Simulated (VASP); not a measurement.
# LiAl32 (a cell with a defect) in VASP: a series of runs

One crystal, LiAl32 (a cell with a defect), is run at these levels: PBE; tasks: single point.

Program: VASP 6.6.1. These are calculated values, not measurements. Logs are shortened: lines on timing, memory, paths and dates and some standing lists are left out, and cuts for length are marked.

## (1) The structure

The cell holds a defect, 33 atoms: a = 8.100 Å, b = 8.100 Å, c = 8.100 Å, α = 90.00°, β = 90.00°, γ = 90.00°.

The cell was built by a generator and needn't be a form met in nature.

## (2) Single point, PBE

File INCAR:

```
PREC = Accurate
ENCUT = 520
EDIFF = 1E-7
ISMEAR = 0
SIGMA = 0.05
LREAL = Auto
LASPH = True
NELM = 100
ALGO = Fast
ISIF = 2
LWAVE = False
LCHARG = False
GGA = PE
NBANDS = 72
```

File KPOINTS:

```
regular mesh
0
Gamma
  2 2 2
```

File POSCAR:

```
LiAl32
1.0
    8.1000000000      0.0000000000      0.0000000000
    0.0000000000      8.1000000000      0.0000000000
    0.0000000000      0.0000000000      8.1000000000
Al Li
32 1
Direct
    0.4999982737      0.0035073255      0.0000066827
    0.7465324128      0.2499919176      0.0000013547
    0.7513868462     -0.0011822102      0.2512961009
    0.0000223858      0.0128759996     -0.0002747695
    0.2534839685      0.2499891090      0.0000025349
    0.5000008217      0.4966214425     -0.0000024877
    0.7372856262      0.7502350153     -0.0002861138
    0.2485911661     -0.0012510966      0.2513589889
    0.4999990142      0.2499854398      0.2465007043
    0.7508644267      0.5010570503      0.2507273995
    0.5000770057      0.0128748767      0.4999195157
    0.7372780169      0.2506788216      0.4998993775
    0.7511748004     -0.0009301572      0.7487689112
    0.0000329698      0.4874079708     -0.0002948012
    0.2627498427      0.7502246755     -0.0002837595
    0.0000254040      0.2506660215      0.2371976456
    0.2491277358      0.5011117649      0.2507964795
    0.5000786729      0.7502116942      0.2372060038
   -0.0000424979      0.0454329504      0.5001526595
    0.2627572224      0.2506731865      0.4999035746
    0.5000825942      0.4874094635      0.4998820200
    0.7064462826      0.7496823753      0.5001309439
    0.2488090414     -0.0010014884      0.7487118871
    0.5000001486      0.2499953854      0.7534407097
    0.7506309995      0.5008559025      0.7492866120
   -0.0000392703      0.7496583796      0.2055530062
   -0.0000322402      0.4578699170      0.5001159396
    0.2939424058      0.7496721553      0.5001353019
    0.0000296520      0.2506858729      0.7626780845
    0.2493672487      0.5009128030      0.7492236466
    0.5000810135      0.7502484734      0.7626688414
   -0.0000349074      0.7496951732      0.7930590846
    0.0002369170      0.7520066898      0.4991561212
```

Potentials or basis: VASP PAW PBE potentials, release 64 (Al, Li_sv).

Run with:

```console
$ cat potpaw_PBE.64/Al/POTCAR potpaw_PBE.64/Li_sv/POTCAR > POTCAR
$ mpirun -np 1 vasp_std > vasp.out
```

OUTCAR:

```text
PREC = Accurate
   ENCUT = 520
   EDIFF = 1E-7
   ISMEAR = 0
   LREAL = Auto
   LASPH = True
   NELM = 100
   ISIF = 2
   GGA = PE

 ion  position               nearest neighbor table
   1  0.500  0.004  0.000-  18 2.81  15 2.81   7 2.81  31 2.81   9 2.82   5 2.82   2 2.82  24 2.82
                            13 2.88  23 2.88   3 2.88   8 2.88
   2  0.747  0.250  0.000-   4 2.81  16 2.81  29 2.81  14 2.81   1 2.82   9 2.82  24 2.82   6 2.82
                            25 2.87  10 2.87  13 2.88   3 2.88
   3  0.751  0.999  0.251-  18 2.87  11 2.87   7 2.87   4 2.87  12 2.87  16 2.87  19 2.87  26 2.87
                            22 2.88   2 2.88   9 2.88   1 2.88
   4  0.000  0.013  1.000-  26 2.71  32 2.71  29 2.72  16 2.72   5 2.81   2 2.81  13 2.86  23 2.86
                             3 2.87   8 2.87   7 3.01  15 3.01
   5  0.253  0.250  0.000-   4 2.81  16 2.81  29 2.81  14 2.81   1 2.82   9 2.82  24 2.82   6 2.82
                            30 2.87  17 2.87  23 2.88   8 2.88
   6  0.500  0.497  1.000-  18 2.81  15 2.81   7 2.81  31 2.81   9 2.82   5 2.82   2 2.82  24 2.82
                            25 2.87  30 2.87  10 2.87  17 2.87
   7  0.737  0.750  1.000-  26 2.70  32 2.71  31 2.72  18 2.72   1 2.81   6 2.81  25 2.86  13 2.86
                            10 2.87   3 2.87   4 3.01  14 3.01
   8  0.249  0.999  0.251-  18 2.87  11 2.87  15 2.87   4 2.87  20 2.87  16 2.87  19 2.87  26 2.87
                            28 2.88   5 2.88   9 2.88   1 2.88
   9  0.500  0.250  0.247-  11 2.81  20 2.81  12 2.81  21 2.81   1 2.82   5 2.82   2 2.82   6 2.82
[... 21 lines left out ...]
  20  0.263  0.251  0.500-  19 2.70  27 2.71  21 2.72  11 2.72   9 2.81  24 2.81  17 2.86  30 2.86
                            23 2.87   8 2.87  16 3.01  29 3.01
  21  0.500  0.487  0.500-  28 2.70  22 2.70  12 2.71  20 2.72   9 2.81  24 2.81  10 2.87  25 2.87
                            17 2.87  30 2.87  18 3.01  31 3.01
  22  0.706  0.750  0.500-  33 2.38  21 2.70  31 2.70  18 2.71  11 2.71  25 2.87  10 2.88   3 2.88
                            13 2.88  28 3.34  27 3.35  32 3.36
  23  0.249  0.999  0.749-  15 2.86   4 2.86  31 2.87  11 2.87  29 2.87  20 2.87  19 2.87  28 2.88
                            32 2.88  24 2.88   5 2.88   1 2.88
  24  0.500  0.250  0.753-  11 2.81  20 2.81  12 2.81  21 2.81   1 2.82   5 2.82   2 2.82   6 2.82
                            25 2.87  30 2.87  13 2.88  23 2.88
  25  0.751  0.501  0.749-  12 2.86  29 2.86   7 2.86  14 2.86  31 2.87  21 2.87   6 2.87  24 2.87
                             2 2.87  22 2.87  32 2.88  27 2.88
  26  1.000  0.750  0.206-  33 2.38  14 2.70   7 2.70  15 2.70   4 2.71  10 2.87  17 2.87   8 2.87
                             3 2.87  32 3.34  27 3.36
  27  1.000  0.458  0.500-  33 2.38  29 2.71  12 2.71  20 2.71  16 2.71  25 2.88  30 2.88  17 2.88
                            10 2.88  19 3.34  32 3.35  22 3.35  28 3.36  26 3.36
  28  0.294  0.750  0.500-  33 2.38  21 2.70  31 2.70  18 2.71  11 2.71  30 2.87  17 2.87   8 2.88
                            23 2.88  22 3.34  27 3.36  32 3.36
  29  0.000  0.251  0.763-  19 2.70  27 2.71  14 2.71   4 2.72   5 2.81   2 2.81  30 2.86  25 2.86
                            23 2.87  13 2.87  20 3.01  12 3.01
  30  0.249  0.501  0.749-  20 2.86  29 2.86  15 2.86  14 2.86  31 2.87  21 2.87   6 2.87  24 2.87
                             5 2.87  28 2.87  32 2.88  27 2.88
  31  0.500  0.750  0.763-  28 2.70  22 2.70   7 2.72  15 2.72   1 2.81   6 2.81  25 2.87  13 2.87
                            30 2.87  23 2.87  11 3.01  21 3.01
  32  1.000  0.750  0.793-  33 2.38  14 2.70   7 2.71  15 2.71   4 2.71  25 2.88  30 2.88  23 2.88
                            13 2.88  26 3.34  27 3.35  22 3.36  28 3.36
  33  0.000  0.752  0.499-  19 2.38  26 2.38  28 2.38  22 2.38  32 2.38  27 2.38

  LATTYP: Found a simple cubic cell.
 ALAT       =     8.1000000000

  Lattice vectors:

 A1 = (   8.1000000000,   0.0000000000,   0.0000000000)
 A2 = (   0.0000000000,   8.1000000000,   0.0000000000)
 A3 = (   0.0000000000,   0.0000000000,   8.1000000000)

Analysis of symmetry for initial positions (statically):
=====================================================================
 Subroutine PRICEL returns:
 Original cell was already a primitive cell.

 Routine SETGRP: Setting up the symmetry group for a
 simple cubic supercell.

 Subroutine GETGRP returns: Found  1 space group operations
 (whereof  1 operations were pure point group operations)
 out of a pool of 48 trial point group operations.

The static configuration has the point symmetry C_1 .

Analysis of symmetry for dynamics (positions and initial velocities):
=====================================================================
 Subroutine PRICEL returns:
 Original cell was already a primitive cell.

 Routine SETGRP: Setting up the symmetry group for a
 simple cubic supercell.

 Subroutine GETGRP returns: Found  1 space group operations
 (whereof  1 operations were pure point group operations)
 out of a pool of 48 trial point group operations.

The dynamic configuration has the point symmetry C_1 .

 Subroutine INISYM returns: Found  1 space group operations
 (whereof  1 operations are pure point group operations),
 and found     1 'primitive' translations

----------------------------------------------------------------------------------------

                                     Primitive cell

  volume of cell :     531.4410
[... 83 lines left out ...]

Automatic generation of k-mesh.
 Grid dimensions read from file:
 generate k-points for:    2    2    2

 Generating k-lattice:

  Cartesian coordinates                     Fractional coordinates (reciprocal lattice)
     0.061728395  0.000000000  0.000000000     0.500000000  0.000000000  0.000000000
     0.000000000  0.061728395  0.000000000     0.000000000  0.500000000  0.000000000
     0.000000000  0.000000000  0.061728395     0.000000000  0.000000000  0.500000000

  Length of vectors
     0.061728395  0.061728395  0.061728395

  Shift w.r.t. Gamma in fractional coordinates (k-lattice)
     0.000000000  0.000000000  0.000000000

 Subroutine IBZKPT returns following result:
 ===========================================

 Found      8 irreducible k-points:

 Following reciprocal coordinates:
            Coordinates               Weight
  0.000000  0.000000  0.000000      1.000000
  0.500000  0.000000  0.000000      1.000000
  0.000000  0.500000  0.000000      1.000000
  0.000000  0.000000  0.500000      1.000000
  0.500000  0.500000  0.000000      1.000000
  0.000000  0.500000  0.500000      1.000000
  0.500000  0.000000  0.500000      1.000000
  0.500000  0.500000  0.500000      1.000000
   k-points           NKPTS =      8   k-points in BZ     NKDIM =      8   number of bands    NBANDS=     72
   number of dos      NEDOS =    301   number of ions     NIONS =     33
   total plane-waves  NPLWV = 216000
   dimension x,y,z NGX =    60 NGY =   60 NGZ =   60
   dimension x,y,z NGXF=   120 NGYF=  120 NGZF=  120
   ions per type =              32   1
   NGX,Y,Z   is equivalent  to a cutoff of  12.31, 12.31, 12.31 a.u.
   NGXF,Y,Z  is equivalent  to a cutoff of  24.63, 24.63, 24.63 a.u.
 SYSTEM =  unknown system
   PREC   = accura    normal or accurate (medium, high low for compatibility)
   ISTART =      0    job   : 0-new  1-cont  2-samecut
   ICHARG =      2    charge: 1-file 2-atom 10-const
   ISPIN  =      1    spin polarized calculation?
   LNONCOLLINEAR =      F non collinear calculations
   LSORBIT =      F    spin-orbit coupling
   LASPH  =      T    aspherical Exc in radial PAW
   ENCUT  =  520.0 eV  38.22 Ry    6.18 a.u.  15.06 15.06 15.06*2*pi/ulx,y,z
   NELM   =    100;   NELMIN=  2; NELMDL= -5     # of ELM steps
   EDIFF  = 0.1E-06   stopping-criterion for ELM
   LREAL  =      T    real-space projection
   EDIFFG = 0.1E-05   stopping-criterion for IOM
   NSW    =      0    number of steps for IOM
   IBRION =     -1    ionic relax: 0-MD 1-quasi-New 2-CG
   NFREE  =      0    steps in history (QN), initial steepest desc. (CG)
   ISIF   =      2    stress and relaxation
   ISYM   =      2    0-nonsym 1-usesym 2-fastsym
   POTIM  = 0.5000    time-step for ionic-motion
   TEBEG  =    0.0;   TEEND  =   0.0 temperature during run
   PSTRESS=    0.0 pullay stress
   NELECT =      99.0000    total number of electrons
   NUPDOWN=      -1.0000    fix difference up-down
   EMIN   =  10.00;   EMAX   =-10.00  energy-range for DOS
   EFERMI =   0.00;   METHOD = LEGACY
   ISMEAR =     0;   SIGMA  =   0.05  broadening in eV -4-tet -1-fermi 0-gaus
   EFERMI_NEDOS =   21; number of points for ismear=-14 and -15
   IALGO  =     68    algorithm
   IMIX   =      4    mixing-type and parameters
     AMIX     =   0.40;   BMIX     =  1.00
     AMIX_MAG =   1.60;   BMIX_MAG =  1.00
  volume/ion in A,a.u.               =      16.10       108.68
  Fermi-wavevector in a.u.,A,eV,Ry     =   0.934978  1.766853 11.894002  0.874184
  Thomas-Fermi vector in A             =   2.061839
   LORBIT       =      0    0 simple, 1 ext, 2 COOP (PROOUT), +10 PAW based schemes
   GGA     = PE    functional components
   LHFCALC =     F    Hartree Fock is set to
   AEXX    =    0.0000 exact exchange contribution
   IVDW    =     0    specifies the selected vdW correction
   LEPSILON=     F    determine dielectric tensor
   LRPA    =     F    only Hartree local field effects (RPA)
 non-spin polarized calculation
 RMM-DIIS sequential band-by-band and
 Gauss-broadening in eV      SIGMA  =   0.05
  energy-cutoff  :      520.00
  volume of cell :      531.44
 maximum number of plane-waves:     14400
   NGX = 31   NGY = 31   NGZ = 31

 number of electron      98.9999999 magnetization

 Free energy of the ion-electron system (eV)
  ---------------------------------------------------
  ext. energy  EPLUGINS =         0.00000000
  ---------------------------------------------------
  free energy    TOTEN  =      -119.87881674 eV

  energy without entropy =     -119.84927649  energy(sigma->0) =     -119.86404661

 E-fermi :   7.6990     XC(G=0): -10.2124

 val. band max:        7.6692244819   @ k =   0.5000   0.0000   0.0000
 cond. band min:       7.7203708547   @ k =   0.5000   0.5000   0.5000
 fundamental gap:      0.0511463727
 Fermi energy:         7.6990249012

 k-point     1 :       0.0000    0.0000    0.0000
  band No.  band energies     occupation
      1     -37.9809      2.00000
      2      -3.1388      2.00000
      3      -1.1345      2.00000
      4      -1.1343      2.00000
      5      -0.8493      2.00000
      6      -0.8491      2.00000
[... 501 lines left out ...]
     60      11.1047      0.00000
     61      11.2378      0.00000
 [bands above 61 left out]

------------------------ aborting loop because EDIFF is reached ----------------------------------------

  FORCE on cell =-STRESS in cart. coord.  units (eV):
  Direction    XX          YY          ZZ          XY          YZ          ZX
  --------------------------------------------------------------------------------------
  -------------------------------------------------------------------------------------
  Total        9.8192646      9.7835015      9.8128773     -0.0029103      0.0112036      0.0008690
  in kB       29.6029158     29.4950979     29.5836594     -0.0087739      0.0337764      0.0026197
  external PRESSURE =      29.5605577 kB  Pullay stress =       0.0000000 kB

 VOLUME and BASIS-vectors are now :
 -----------------------------------------------------------------------------
  energy-cutoff  :      520.00
  volume of cell :      531.44
      direct lattice vectors                 reciprocal lattice vectors
     8.100000000  0.000000000  0.000000000     0.123456790  0.000000000  0.000000000
     0.000000000  8.100000000  0.000000000     0.000000000  0.123456790  0.000000000
     0.000000000  0.000000000  8.100000000     0.000000000  0.000000000  0.123456790

 POSITION                                       TOTAL-FORCE (eV/Angst)
 -----------------------------------------------------------------------------------
      4.04999      0.02841      0.00005        -0.000086     -0.002485      0.000154
      6.04691      2.02493      0.00001         0.005356      0.000140     -0.000001
      6.08623      8.09042      2.03550         0.000943      0.002925     -0.001362
      0.00018      0.10430      8.09777        -0.000299     -0.002382      0.000860
      2.05322      2.02491      0.00002        -0.005120      0.000063      0.000030
      4.05001      4.02263      8.09998        -0.000001      0.005428     -0.000140
[... 25 lines left out ...]
      8.09972      6.07253      6.42378         0.000444      0.000123      0.013609
      0.00192      6.09125      4.04316        -0.000972      0.002577      0.000577
 -----------------------------------------------------------------------------------
    total drift:                                0.000414     -0.011434      0.003237

  FREE ENERGIE OF THE ION-ELECTRON SYSTEM (eV)
  ---------------------------------------------------
  free  energy   TOTEN  =      -119.8788167436 eV

  energy  without entropy=     -119.8492764854  energy(sigma->0) =     -119.86404661
```

Run time: 5.5 min. Hardware: 1 thread of Intel Xeon 6975P-C (Granite Rapids), shared host; peak memory 0.57 GiB.

Results:

```yaml
Free_energy: -119.8788 eV
Largest_force: 0.018 eV/Å
Band_gap_on_the_k_mesh: none (metal or under the smearing width)
```

Forces in eV/Å, atoms in the order of the input:
```
Al   0.000 -0.002  0.000
Al   0.005  0.000  0.000
Al   0.001  0.003 -0.001
Al   0.000 -0.002  0.001
Al  -0.005  0.000  0.000
Al   0.000  0.005  0.000
Al   0.001  0.000  0.000
Al   0.000  0.003 -0.001
Al   0.000  0.000  0.004
Al   0.001  0.003  0.000
Al   0.000 -0.003  0.000
Al   0.001 -0.001  0.001
Al   0.001  0.001 -0.002
Al   0.000  0.000  0.001
Al  -0.002  0.000  0.000
Al   0.000 -0.002  0.002
Al  -0.001  0.004  0.000
Al  -0.001 -0.001  0.002
Al   0.001  0.003 -0.001
Al  -0.001 -0.002  0.001
Al  -0.001  0.001  0.002
Al  -0.011  0.001  0.000
Al  -0.001  0.001 -0.002
Al   0.000  0.000 -0.006
Al   0.002  0.003 -0.002
Al   0.000  0.001 -0.009
Al   0.000 -0.018  0.002
Al   0.011  0.000  0.000
Al   0.000 -0.001 -0.001
Al  -0.001  0.003 -0.002
Al   0.000 -0.002 -0.001
Al   0.000  0.000  0.014
Li  -0.001  0.003  0.001
```

Caveat: the k mesh is coarse (spacing up to 0.39 Å⁻¹), so the values aren't converged; the cutoff is under 1.25 times the usual one of these potentials, so pressure, stress and relaxed cells hold a basis-set (Pulay) error.

(Part 1 of 3 ends here.)
